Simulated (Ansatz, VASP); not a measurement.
# Cross-check of Hf6H2O13 between VASP and Ansatz, part 3 of 3

One calculation is typed for both programs; each brings its own data sets. How far apart do they land? The cell is taken from a series of runs on this material, whose earlier steps may have relaxed, scaled, displaced or heated it; both programs get it as it stands.

VASP 6.6.1 and Ansatz 0.2.0.

So far: Ansatz: single point, PBE with D3(BJ); Differences; VASP: single point, PBE; Ansatz: single point, PBE; Side by side; Ansatz: single point, RPBE with D3(BJ).

### Step 9. VASP: single point, RPBE with D3(BJ)

Level of this step: RPBE with D3(BJ); plane waves and PAW (Hf_pv, O, H) (VASP).

The same cell, functional, mesh and smearing now go to VASP, with its own data sets.

File INCAR:

```
SYSTEM = Hf6H2O13
PREC = Accurate
ENCUT = 520
EDIFF = 1E-06
NELM = 120
ISMEAR = -1
SIGMA = 0.025
LREAL = Auto
ALGO = Normal
GGA = RP
IVDW = 12
NBANDS = 256
LASPH = .TRUE.
LORBIT = 11
LWAVE = .FALSE.
LCHARG = .FALSE.
ISIF = 2
GGA_COMPAT = .FALSE.
EFERMI = MIDGAP
NCORE = 2
```

File POSCAR:

```
Hf6H2O13
1.0
   10.7763100000      0.0000000000      0.0000000000
   -5.3881500000      9.3325600000      0.0000000000
    0.0000000000      0.0000000000     22.3122600000
Hf O H
18 39 6
Direct
    0.9910100000      0.0026600000      0.0784600000
    0.2364000000      0.1280200000      0.2029600000
    0.9968400000      0.3343300000      0.0725900000
    0.2182000000      0.4406000000      0.2065100000
    0.9741200000      0.6896300000      0.0960500000
    0.2204300000      0.7602400000      0.2195100000
    0.3077000000      0.9552200000      0.0890800000
    0.5609200000      0.1112500000      0.2093300000
    0.3285800000      0.3265900000      0.0748900000
    0.5598500000      0.4548400000      0.2124300000
    0.3179600000      0.6429600000      0.0765400000
    0.5353800000      0.7603300000      0.2212300000
    0.6468400000      0.9630500000      0.0891300000
    0.8962500000      0.1247500000      0.2037200000
    0.6871900000      0.3655300000      0.0756700000
    0.8837200000      0.4329100000      0.2073900000
    0.6606300000      0.6679500000      0.0675900000
    0.9045000000      0.8190800000      0.2267200000
    0.0086400000      0.0129700000      0.1707300000
    0.2365700000      0.1102000000      0.1050400000
    0.1046400000      0.2139800000      0.0429700000
    0.1217000000      0.2363500000      0.2360700000
    0.9884700000      0.3282000000      0.1667400000
    0.2240100000      0.4362200000      0.1153900000
    0.1322700000      0.5236600000      0.0325000000
    0.0966700000      0.5311200000      0.2401600000
    0.9945500000      0.6959800000      0.1941400000
    0.1923300000      0.7438800000      0.1098800000
    0.0900000000      0.8796700000      0.0489900000
    0.1145700000      0.9754000000      0.2673700000
    0.2724800000      0.9576700000      0.1777500000
    0.5270600000      0.0662700000      0.1191500000
    0.4848400000      0.2874400000      0.0452400000
    0.4455800000      0.2089100000      0.2385900000
    0.3565000000      0.3360300000      0.1667200000
    0.6104000000      0.5098700000      0.1277700000
    0.4428200000      0.5493800000      0.0395400000
    0.4223700000      0.5311800000      0.2439500000
    0.3323900000      0.6681900000      0.1781500000
    0.5626600000      0.7567100000      0.1192000000
    0.4309800000      0.8594400000      0.0474500000
    0.4406700000      0.8997700000      0.2401200000
    0.6756200000      0.9760900000      0.1824600000
    0.8707400000      0.1026700000      0.1078500000
    0.7896200000      0.2640400000      0.0430500000
    0.7761400000      0.2176600000      0.2414400000
    0.6683500000      0.3217100000      0.1660100000
    0.9089200000      0.4806700000      0.1170300000
    0.7895300000      0.5765600000      0.0393600000
    0.7425500000      0.4750300000      0.2604200000
    0.6866100000      0.6905300000      0.2218400000
    0.8586700000      0.7817600000      0.1217800000
    0.7675400000      0.8852100000      0.0383400000
    0.8552700000      0.9689100000      0.2691100000
    0.8925000000      0.7176800000      0.3081300000
    0.1880000000      0.7888200000      0.3054200000
    0.5973600000      0.8191200000      0.3080300000
    0.8605500000      0.7480300000      0.3428000000
    0.7934500000      0.5638300000      0.2876300000
    0.0909000000      0.7315100000      0.3212800000
    0.1536500000      0.9268300000      0.2926200000
    0.5507100000      0.8642600000      0.3283500000
    0.7620700000      0.9227000000      0.2926200000
```

File KPOINTS:

```
Automatic mesh
0
Gamma
1 1 1
0 0 0
```

The projector-augmented-wave data sets are Hf_pv, O and H (PBE family, release 64).

The run is started by

```bash
> mpirun -np 8 vasp_gam
```

Numbers of over 12 decimals in the logs are rounded to 6 here.

The program printed:

```text
[banner, memory and clock lines left out]
running    8 mpi-ranks, on    1 nodes
[...]
|                                                                             |
|               ----> ADVICE to this user running VASP <----                  |
|                                                                             |
|     You enforced a specific xc type in the INCAR file but a different       |
|     [... a line on the potential file left out ...]
|     I HOPE YOU KNOW WHAT YOU ARE DOING!                                     |
|                                                                             |

 LDA part: xc-table for (Slater+PW92), standard interpolation
 POSCAR, INCAR and KPOINTS ok, starting setup
[...]
entering main loop
       N       E                     dE             d eps       ncg     rms          rms(c)
DAV:   1     0.415284855718E+04    0.41528E+04   -0.23635E+05   584   0.147E+03
DAV:   2    -0.157781003331E+03   -0.43106E+04   -0.41998E+04   656   0.387E+02
DAV:   3    -0.653447131506E+03   -0.49567E+03   -0.49241E+03   584   0.125E+02
DAV:   4    -0.669113473171E+03   -0.15666E+02   -0.15616E+02   656   0.235E+01
[...]
DAV:  27    -0.558403372062E+03   -0.98116E-05   -0.31815E-07   392   0.614E-04    0.205E-04
DAV:  28    -0.558403375405E+03   -0.33427E-05   -0.17084E-07   392   0.491E-04    0.160E-04
DAV:  29    -0.558403376217E+03   -0.81220E-06   -0.83750E-08   400   0.335E-04
   1 F= -.61184028E+03 E0= -.61184028E+03  d E =0.000000E+00
```

OUTCAR, selected parts (step 9):

```text
 Edisp (eV)  -53.43691

  Total     -99.67271   -66.77747   -32.70291    -3.17052    -0.48236    -0.23837
  in kB     -71.16598   -47.67889   -23.34977    -2.26374    -0.34440    -0.17020
  external pressure =      -47.40 kB  Pullay stress =        0.00 kB

 POSITION                                       TOTAL-FORCE (eV/Angst)
 -----------------------------------------------------------------------------------
     10.66510      0.02482      1.75062         0.078185     -0.147681      1.121133
      1.85773      1.19475      4.52850        -0.142359     -0.109543     -0.864394
      8.94084      3.12015      1.61965        -0.051819      0.152864      1.090186
     -0.02263      4.11193      4.60770        -0.007666      0.011873     -1.019034
      6.78159      6.43601      2.14309         0.004878     -0.070798      0.623350
     -1.72087      7.09499      4.89776        -0.089705      0.063687     -1.013647
     -1.83100      8.91465      1.98758        -0.145383     -0.041027      0.848743
      5.44522      1.03825      4.67063         0.032249     -0.100759     -0.918387
      1.78116      3.04792      1.67097        -0.087255      0.079841      1.120616
      3.58237      4.24482      4.73979         0.005460     -0.024859     -0.956058
     -0.03793      6.00046      1.70778        -0.018278      0.102285      0.943213
      1.67265      7.09583      4.93614         0.007710      0.111122     -0.941507
      1.78149      8.98772      1.98869         0.051937     -0.271091      1.135489
      8.98610      1.16424      4.54545         0.069104     -0.045533     -0.869552
[...]
-----------------------------------------------------------------------------------
    total drift:                               -0.012338     -0.004011     -0.000567

  FREE ENERGIE OF THE ION-ELECTRON SYSTEM (eV)
  ---------------------------------------------------
  free  energy   TOTEN  =      -611.8402839159 eV

  energy  without entropy=     -611.8402839159  energy(sigma->0) =     -611.84028392

[... 1 part as in an earlier step ...]

[... 1 further part left out ...]
[key lines of the parts left out:]
E-fermi :  -1.5936
```

### Step 10. Side by side

What differs besides the data sets and the points named for the pairs above, as far as they apply: the data sets hold 708 valence electrons in Ansatz (on its default PAW (the set named soft_2) files) and 420 in VASP; Ansatz makes its cores anew for this functional, VASP keeps those of its PBE data sets. Total energies have different zeros and are not compared.

Compared:

```csv
quantity,Ansatz,VASP,difference
gap on the k mesh (eV),4.311,4.267,+0.044
```

Forces on 10 of the 63 atoms, those with the largest forces and the largest differences (eV/Å; atoms numbered as in POSCAR):

| atom | Ansatz x, y, z | VASP x, y, z |
| --- | --- | --- |
| Hf1 | 0.102, -0.168, 0.976 | 0.078, -0.148, 1.121 |
| Hf3 | -0.072, 0.125, 0.977 | -0.052, 0.153, 1.090 |
| Hf4 | -0.010, 0.011, -0.912 | -0.008, 0.012, -1.019 |
| Hf6 | -0.112, 0.032, -1.014 | -0.090, 0.064, -1.014 |
| Hf9 | -0.086, 0.102, 0.973 | -0.087, 0.080, 1.121 |
| Hf13 | 0.010, -0.201, 0.984 | 0.052, -0.271, 1.135 |
| Hf15 | -0.053, -0.010, 0.936 | -0.033, 0.056, 1.044 |
| O30 | 0.075, -0.097, 0.118 | 0.003, -0.043, -0.091 |
| O54 | -0.109, -0.064, 0.122 | -0.022, -0.029, -0.091 |
| O56 | -0.025, -0.034, 0.182 | 0.070, -0.007, -0.024 |

The forces differ by 70 meV/Å r.m.s., which is 22.8 % of the r.m.s. force of 0.305 eV/Å (both taken over all components). A gap on the mesh is an upper bound, since the band edges may lie between its points; neither run holds spin-orbit coupling, which can move the band edges of a compound of Hf. Where the cell holds vacuum, a pressure given here is an average over it and none of the material.

### Step 11. Results

```
r.m.s. force difference (single point, PBE with D3(BJ))          : 68 meV/Å
r.m.s. force difference (single point, PBE)                      : 69 meV/Å
difference in gap on the k mesh (single point, PBE)              : 0.041 eV
r.m.s. force difference (single point, RPBE with D3(BJ))         : 23 % of the r.m.s. force
difference in gap on the k mesh (single point, RPBE with D3(BJ)) : 0.044 eV
```

What this shows: The r.m.s. force difference is 23 % of the r.m.s. force (single point, RPBE with D3(BJ)), beyond the 3 % picked in this series as the mark of a large difference. The data sets hold unlike numbers of valence electrons (708 in Ansatz and 420 in VASP), so part of the differences may come from the potentials. What causes the difference of the single point, PBE with D3(BJ) pair stays open here. What causes the difference of the single point, PBE pair stays open here. What causes the difference of the single point, RPBE with D3(BJ) pair stays open here. How closely two codes agree says nothing of how well the functional describes the real material.

[Lines on the potential files, build, host, timing and source positions are cut from VASP's logs without a mark.]

[Logs are printed without paths, hosts, clocks, repeated set-up lines and the standing remarks that a program may print on its own settings, such as how far it seeks lower states.]

[Hosts, paths, dates, database ids (printed as entryN), source tags and the programs' standing remarks are cut or masked in the printed files.]
